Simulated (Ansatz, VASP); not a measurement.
Two plane-wave programs on Be2Rh

```
CELL_PARAMETERS angstrom
1.40413 0.81068 4.24084
-1.40413 0.81068 4.24084
0.00000 -1.62135 4.24084
ATOMIC_POSITIONS crystal
Be 0.75000 0.75000 0.75000
Be 0.25000 0.25000 0.25000
Rh 0.00000 0.00000 0.00000
```

Alike in both runs: task relaxation of cell and atoms; functional PBE; k mesh 6 × 6 × 6; occupations gaussian, width 0.1 eV; no spin polarisation.

|  | VASP | Ansatz |
| --- | --- | --- |
| version | VASP 6.6.1 | Ansatz 0.2.0 |
| potentials or method | VASP PAW PBE potentials, release 64 (Be, Rh_pv) | scalar-relativistic, plane waves, PAW |
| plane-wave cutoff (eV) | 600 | 420 |
| valence electrons in the cell | 19 | 21 |

VASP gave:

- gap on the k mesh at the Fermi level, each at its own relaxed structure (eV): none
- relaxed volume (Å³/atom): 10.71
- relaxed cell length with the largest relative difference (Å): 4.836
- energy change over the relaxation (meV/atom): -1253

Which values does Ansatz return?

gap on the k mesh at the Fermi level, each at its own relaxed structure (eV): none; relaxed volume (Å³/atom): 10.69; relaxed cell length with the largest relative difference (Å): 4.814; energy change over the relaxation (meV/atom): -1240.

A gap of «none» marks a metal or a gap that the smearing closes. The two sets of potentials don't hold the same shells in valence.

Caveats: the k mesh is coarse (spacing up to 0.44 Å⁻¹), so the values aren't converged.
